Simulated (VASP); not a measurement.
Here is the system:

```yaml
crystal:
  lattice:
    - [3.29253, 0.00000, 0.00000]
    - [-1.64627, 2.85142, 0.00000]
    - [0.00000, 0.00000, 12.37228]
  atoms:
    - { symbol: Ta, position: [0.33333, 0.66667, 0.25000] }
    - { symbol: Ta, position: [0.66667, 0.33333, 0.75000] }
    - { symbol: S, position: [0.33333, 0.66667, 0.62376] }
    - { symbol: S, position: [0.66667, 0.33333, 0.12376] }
    - { symbol: S, position: [0.66667, 0.33333, 0.37624] }
    - { symbol: S, position: [0.33333, 0.66667, 0.87624] }
```

These are PBEsol GGA, VASP's PBE PAW potentials (set 64) (plane waves; VASP 6.6.1) values and carry that method's errors. Run with 400 eV cut-off, 12×12×3 Γ-centred mesh, tetrahedra with Blöchl corrections, potentials Ta_pv S.

The cores are frozen, which limits the accuracy of field gradients. Without a dispersion term in the relaxation, distances and binding between the weakly bound layers, chains or molecules are unreliable, and so is what depends on them.

**Question.** Give the principal components of the electric field gradient (V/Å²) and the asymmetry η at each nucleus.

**Answer.** 
```json
[
 {"atom": "Ta1", "Vxx": "77.5", "Vyy": "77.5", "Vzz": "-155.1", "η": "0.00"},
 {"atom": "Ta2", "Vxx": "77.5", "Vyy": "77.5", "Vzz": "-155.1", "η": "0.00"},
 {"atom": "S3", "Vxx": "17.8", "Vyy": "17.8", "Vzz": "-35.6", "η": "0.00"},
 {"atom": "S4", "Vxx": "17.8", "Vyy": "17.8", "Vzz": "-35.6", "η": "0.00"},
 {"atom": "S5", "Vxx": "17.8", "Vyy": "17.8", "Vzz": "-35.6", "η": "0.00"},
 {"atom": "S6", "Vxx": "17.8", "Vyy": "17.8", "Vzz": "-35.6", "η": "0.00"}
]
```

The structure was generated: TaS2 was put into the 2H-MoS2 type (P6_3/mmc), which need not be its known phase. It was relaxed first, which changed the volume by +6 %.
